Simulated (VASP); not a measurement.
# ZrAl3B3N (P3m1) in VASP: density of states with PBE

Aim: the density of states of ZrAl3B3N with PBE.

Everything below comes from runs of VASP 6.6.1. Logs are shortened: lines on timing, memory, paths and dates and some standing lists are left out, and cuts for length are marked.

**1. The crystal as given**

It takes space group P3m1 (No. 156, trigonal). The conventional cell has a = 3.017 Å, b = 3.017 Å, c = 11.416 Å, α = 90.00°, β = 90.00°, γ = 120.00°. Zr (site symmetry 3m) has 9 B at 2.49 to 2.57 Å as nearest neighbours. Around Al (site symmetry 3m) lie 3 N at 2.11 Å and 6 B at 2.35 to 2.43 Å. Al (site symmetry 3m) is surrounded by 3 N at 2.12 Å. Al (site symmetry 3m) is surrounded by 3 B at 2.21 Å. B (site symmetry 3m) is surrounded by 3 B at 1.75 Å. Around B (site symmetry 3m) lie 3 B at 1.75 Å. B (site symmetry 3m) is surrounded by 3 Al at 2.21 Å and 3 Zr at 2.54 Å. N (site symmetry 3m) has 6 Al at 2.11 to 2.12 Å as nearest neighbours.

The cell was built by a generator and needn't be a form met in nature.

**2. Density of states, PBE**

File POSCAR:

```
ZrAl3B3N                                
1.0
    3.0172482516      0.0000000000     -0.0000000000
   -1.5086241258      2.6130136289      0.0000000000
    0.0000000000     -0.0000000000     11.4161862487
  Zr              Al              B               N             
     1     3     3     1
Direct
     0.6666666699999979    0.3333333300000021    0.0105534445410965
     0.6666666699999979    0.3333333300000021    0.3139953093049930
     1.0000000000000000    0.0000000000000000    0.5253827598079577
     0.3333333300000021    0.6666666699999979    0.7302859709127445
     0.0000000000000000    0.0000000000000000    0.1757438818481763
     0.3333333300000021    0.6666666699999979    0.1658527059724925
     1.0000000000000000    0.0000000000000000    0.8491694011590599
     0.3333333300000021    0.6666666699999979    0.4190330664534746
```

File INCAR.step1:

```
PREC = Accurate ; ENCUT = 520
EDIFF = 1E-6 ; ISMEAR = 0
SIGMA = 0.1 ; LREAL = False
LASPH = True ; NELM = 80
ALGO = Normal ; ISIF = 2
LWAVE = False ; LCHARG = True
LMAXMIX = 4 ; GGA = PE
NBANDS = 28 ; KPAR = 4
```

File KPOINTS.step1:

```
regular mesh
0
Gamma
  12 12 4
```

File INCAR.step2:

```
PREC = Accurate ; ENCUT = 520
EDIFF = 1E-6 ; ISMEAR = -5
SIGMA = 0.1 ; LREAL = False
LASPH = True ; NELM = 80
ALGO = Normal ; ISIF = 2
LWAVE = False ; LCHARG = False
LMAXMIX = 4 ; GGA = PE
LORBIT = 11 ; NBANDS = 28
KPAR = 4 ; NEDOS = 1001
ICHARG = 11
```

File KPOINTS.step2:

```
regular mesh
0
Gamma
  18 18 6
```

Potentials or basis: VASP PAW PBE potentials, release 64 (Zr_sv, Al, B, N).

Command:

```bash
$ cat potpaw_PBE.64/Zr_sv/POTCAR potpaw_PBE.64/Al/POTCAR potpaw_PBE.64/B/POTCAR potpaw_PBE.64/N/POTCAR > POTCAR
$ cp INCAR.step1 INCAR
$ cp KPOINTS.step1 KPOINTS
$ mpirun -np 4 vasp_std > vasp.out
$ cp INCAR.step2 INCAR
$ cp KPOINTS.step2 KPOINTS
$ mpirun -np 4 vasp_std > vasp.out
```

OUTCAR:

```text
PREC = Accurate
   ENCUT = 520
   EDIFF = 1E-6
   ISMEAR = -5
   LREAL = False
   LASPH = True
   NELM = 80
   ISIF = 2
   GGA = PE
   LORBIT = 11
   ICHARG = 11

 ion  position               nearest neighbor table
   1  0.667  0.333  0.011-   6 2.49   6 2.49   6 2.49   7 2.54   7 2.54   7 2.54   5 2.57   5 2.57
                             5 2.57   2 3.46
   2  0.667  0.333  0.314-   8 2.11   8 2.11   8 2.11   5 2.35   5 2.35   5 2.35   6 2.43   6 2.43
                             6 2.43   3 2.98   3 2.98   3 2.98   1 3.46
   3  0.000  0.000  0.525-   8 2.12   8 2.12   8 2.12   4 2.92   4 2.92   4 2.92   2 2.98   2 2.98
                             2 2.98
   4  0.333  0.667  0.730-   7 2.21   7 2.21   7 2.21   3 2.92   3 2.92   3 2.92
   5  0.000  0.000  0.176-   6 1.75   6 1.75   6 1.75   2 2.35   2 2.35   2 2.35   1 2.57   1 2.57
                             1 2.57
   6  0.333  0.667  0.166-   5 1.75   5 1.75   5 1.75   2 2.43   2 2.43   2 2.43   1 2.49   1 2.49
                             1 2.49
   7  0.000  0.000  0.849-   4 2.21   4 2.21   4 2.21   1 2.54   1 2.54   1 2.54
   8  0.333  0.667  0.419-   2 2.11   2 2.11   2 2.11   3 2.12   3 2.12   3 2.12

  LATTYP: Found a hexagonal cell.
 ALAT       =     3.0172482516
 C/A-ratio  =     3.7836416817

  Lattice vectors:

 A1 = (   3.0172482516,   0.0000000000,   0.0000000000)
 A2 = (  -1.5086241258,   2.6130136289,   0.0000000000)
 A3 = (   0.0000000000,   0.0000000000,  11.4161862487)

Analysis of symmetry for initial positions (statically):
=====================================================================
 Subroutine PRICEL returns:
 Original cell was already a primitive cell.

 Routine SETGRP: Setting up the symmetry group for a
 hexagonal supercell.

 Subroutine GETGRP returns: Found  6 space group operations
 (whereof  6 operations were pure point group operations)
 out of a pool of 24 trial point group operations.

The static configuration has the point symmetry C_3v.

Analysis of symmetry for dynamics (positions and initial velocities):
=====================================================================
 Subroutine PRICEL returns:
 Original cell was already a primitive cell.

 Routine SETGRP: Setting up the symmetry group for a
 hexagonal supercell.

 Subroutine GETGRP returns: Found  6 space group operations
 (whereof  6 operations were pure point group operations)
 out of a pool of 24 trial point group operations.

The dynamic configuration has the point symmetry C_3v.
[... 126 lines left out ...]
   EMIN   =  10.00;   EMAX   =-10.00  energy-range for DOS
   EFERMI =   0.00;   METHOD = LEGACY
   ISMEAR =    -5;   SIGMA  =   0.10  broadening in eV -4-tet -1-fermi 0-gaus
   EFERMI_NEDOS =   21; number of points for ismear=-14 and -15
   IALGO  =     38    algorithm
   IMIX   =      4    mixing-type and parameters
     AMIX     =   0.40;   BMIX     =  1.00
     AMIX_MAG =   1.60;   BMIX_MAG =  1.00
  volume/ion in A,a.u.               =      11.25        75.92
  Fermi-wavevector in a.u.,A,eV,Ry     =   1.194922  2.258075 19.426926  1.427839
  Thomas-Fermi vector in A             =   2.330900
   LORBIT       =     11    0 simple, 1 ext, 2 COOP (PROOUT), +10 PAW based schemes
   GGA     = PE    functional components
   LHFCALC =     F    Hartree Fock is set to
   AEXX    =    0.0000 exact exchange contribution
   IVDW    =     0    specifies the selected vdW correction
   LEPSILON=     F    determine dielectric tensor
   LRPA    =     F    only Hartree local field effects (RPA)
 non-spin polarized calculation
 Fermi weights with tetrahedron method with Bloechl corrections
  energy-cutoff  :      520.00
  volume of cell :       90.01
 maximum number of plane-waves:      2460
 NGX is ok and might be reduce to    24

 number of electron      34.9999998 magnetization

 Free energy of the ion-electron system (eV)
  ---------------------------------------------------
  ext. energy  EPLUGINS =         0.00000000
  ---------------------------------------------------
  free energy    TOTEN  =       -50.11668550 eV

  energy without entropy =      -50.11668550  energy(sigma->0) =      -50.11668550

 E-fermi :   9.0735     XC(G=0): -11.3885

 val. band max:        9.0923010041   @ k =   0.1667   0.1111   0.0000
 cond. band min:       9.0084364591   @ k =  -0.1111   0.5000   0.3333
 fundamental gap:     -0.0838645451
 Fermi energy:         9.0734607846

 k-point     1 :       0.0000    0.0000    0.0000
  band No.  band energies     occupation
      1     -39.2460      2.00000
      2     -17.5579      2.00000
      3     -16.6490      2.00000
      4     -16.6490      2.00000
      5      -8.4055      2.00000
      6      -4.2847      2.00000
[... 733 lines left out ...]
     27      15.2032      0.00000
     28      15.8101      0.00000

 [... further k-points ...]
[... 5 lines left out ...]
  --------------------------------------------------------------------------------------
  -------------------------------------------------------------------------------------
  Total        0.1024414      0.1024414     -0.0565789      0.0000000      0.0000000      0.0000000
  in kB        1.8235279      1.8235278     -1.0071436      0.0000000      0.0000000      0.0000000
  external PRESSURE =       0.8799707 kB  Pullay stress =       0.0000000 kB

 VOLUME and BASIS-vectors are now :
 -----------------------------------------------------------------------------
  energy-cutoff  :      520.00
  volume of cell :       90.01
      direct lattice vectors                 reciprocal lattice vectors
     3.017248252  0.000000000  0.000000000     0.331427817  0.191349940  0.000000000
    -1.508624126  2.613013629  0.000000000     0.000000000  0.382699879  0.000000000
     0.000000000  0.000000000 11.416186249     0.000000000  0.000000000  0.087594927

 POSITION                                       TOTAL-FORCE (eV/Angst)
 -----------------------------------------------------------------------------------
      1.50862      0.87100      0.12048        -0.000000     -0.000000     -0.115140
      1.50862      0.87100      3.58463         0.000000     -0.000000     -0.019431
      0.00000      0.00000      5.99787         0.000000     -0.000000     -0.087857
     -0.00000      1.74201      8.33708         0.000000     -0.000000      0.208682
      0.00000      0.00000      2.00632         0.000000     -0.000000      0.008666
     -0.00000      1.74201      1.89341        -0.000000     -0.000000     -0.006011
      0.00000      0.00000      9.69428         0.000000     -0.000000     -0.016647
     -0.00000      1.74201      4.78376         0.000000      0.000000      0.027738
 -----------------------------------------------------------------------------------
    total drift:                               -0.000923      0.000533     -0.001761

  FREE ENERGIE OF THE ION-ELECTRON SYSTEM (eV)
  ---------------------------------------------------
  free  energy   TOTEN  =       -50.1166854970 eV

  energy  without entropy=      -50.1166854970  energy(sigma->0) =      -50.11668550

 total charge

# of ion       s       p       d       tot
------------------------------------------
    1        2.196   6.020   1.797  10.012
    2        0.319   0.347   0.000   0.666
    3        0.379   0.313   0.000   0.692
    4        0.410   0.348   0.000   0.758
    5        0.676   1.354   0.000   2.030
    6        0.692   1.317   0.000   2.009
    7        0.757   1.006   0.000   1.763
    8        1.238   2.499   0.000   3.738
--------------------------------------------------
tot          6.668  13.203   1.797  21.668
```

OSZICAR.step1:

```text
N       E                     dE             d eps       ncg     rms          rms(c)
DAV:   1     0.166582202544E+03    0.16658E+03   -0.15993E+04  3864   0.113E+03
DAV:   2    -0.414209981908E+02   -0.20800E+03   -0.19901E+03  4740   0.268E+02
DAV:   3    -0.555144147944E+02   -0.14093E+02   -0.13932E+02  6172   0.598E+01
DAV:   4    -0.560488985988E+02   -0.53448E+00   -0.53327E+00  5432   0.974E+00
DAV:   5    -0.560595509491E+02   -0.10652E-01   -0.10651E-01  5484   0.139E+00    0.220E+01
DAV:   6    -0.503417807569E+02    0.57178E+01   -0.20399E+01  4752   0.201E+01    0.874E+00
DAV:   7    -0.501356375520E+02    0.20614E+00   -0.24451E+00  4784   0.745E+00    0.382E+00
DAV:   8    -0.501271923172E+02    0.84452E-02   -0.43806E-01  4836   0.340E+00    0.134E+00
DAV:   9    -0.501193625005E+02    0.78298E-02   -0.46751E-02  4920   0.119E+00    0.461E-01
DAV:  10    -0.501192082781E+02    0.15422E-03   -0.10492E-02  4936   0.608E-01    0.182E-01
DAV:  11    -0.501189979470E+02    0.21033E-03   -0.18223E-03  4988   0.253E-01    0.107E-01
DAV:  12    -0.501190376856E+02   -0.39739E-04   -0.12867E-03  4836   0.182E-01    0.527E-02
DAV:  13    -0.501189870979E+02    0.50588E-04   -0.15817E-04  4868   0.710E-02    0.254E-02
DAV:  14    -0.501189854170E+02    0.16808E-05   -0.76429E-05  4840   0.413E-02    0.578E-03
DAV:  15    -0.501189851510E+02    0.26608E-06   -0.30987E-06  4388   0.107E-02
   1 F= -.50118985E+02 E0= -.50113945E+02  d E =-.100808E-01
```

It took 83 s on 4 MPI ranks of AMD EPYC 9R45 (Zen 5), shared host; peak memory 0.55 GiB.

Results:

* Valence electrons inside the program's atomic spheres: Zr 10.01; Al 0.67, 0.69, 0.76; B 2.03, 2.01, 1.76; N 3.74

Levels at points of the mesh, in eV from the Fermi level:
```csv
k point,band 13,band 14,band 15,band 16,band 17,band 18,band 19,band 20,band 21,band 22
"(0.00, 0.00, 0.00)",-2.79,-1.13,-1.13,-0.37,1.65,1.65,1.83,2.69,2.69,4.30
"(0.50, 0.00, 0.00)",-3.62,-3.53,-3.23,-2.47,-1.57,-0.25,0.75,0.84,2.26,3.17
"(0.00, 0.00, 0.50)",-1.86,-1.20,-1.13,-1.13,1.65,1.65,2.03,2.69,2.69,4.30
"(0.50, 0.00, 0.50)",-3.91,-3.59,-3.53,-2.09,-1.16,-0.52,0.78,0.83,2.17,2.71
```

States per cell in windows of 1 eV (zero at the Fermi level; states under -8 eV left out):
| from (eV) | total | Zr1_d | N8_p | B7_p | B6_p | B5_p | Al3_p |
| --- | --- | --- | --- | --- | --- | --- | --- |
| -8.0 | 1.94 | 0.04 | 0.26 | 0.02 | 0.08 | 0.06 | 0.02 |
| -7.0 | 2.62 | 0.07 | 0.32 | 0.02 | 0.13 | 0.13 | 0.04 |
| -6.0 | 2.12 | 0.07 | 0.36 | 0.03 | 0.13 | 0.13 | 0.04 |
| -5.0 | 2.94 | 0.14 | 0.45 | 0.11 | 0.19 | 0.19 | 0.04 |
| -4.0 | 3.56 | 0.27 | 0.54 | 0.16 | 0.25 | 0.29 | 0.05 |
| -3.0 | 2.61 | 0.31 | 0.18 | 0.18 | 0.17 | 0.22 | 0.03 |
| -2.0 | 2.30 | 0.33 | 0.10 | 0.20 | 0.16 | 0.13 | 0.02 |
| -1.0 | 2.57 | 0.53 | 0.09 | 0.26 | 0.07 | 0.06 | 0.03 |
| 0.0 | 1.75 | 0.32 | 0.03 | 0.22 | 0.05 | 0.03 | 0.03 |
| 1.0 | 2.54 | 0.69 | 0.05 | 0.27 | 0.08 | 0.05 | 0.04 |
| 2.0 | 2.78 | 0.52 | 0.09 | 0.11 | 0.07 | 0.03 | 0.08 |
| 3.0 | 3.34 | 0.75 | 0.12 | 0.13 | 0.11 | 0.05 | 0.07 |
| 4.0 | 3.34 | 0.89 | 0.11 | 0.16 | 0.10 | 0.08 | 0.06 |
| 5.0 | 3.13 | 0.78 | 0.11 | 0.07 | 0.10 | 0.09 | 0.08 |
| 6.0 | 3.59 | 0.79 | 0.12 | 0.15 | 0.11 | 0.14 | 0.12 |
| 7.0 | 0.63 | 0.10 | 0.03 | 0.02 | 0.02 | 0.04 | 0.03 |

Caveat: tetrahedron occupations give inexact forces and stress in metals.
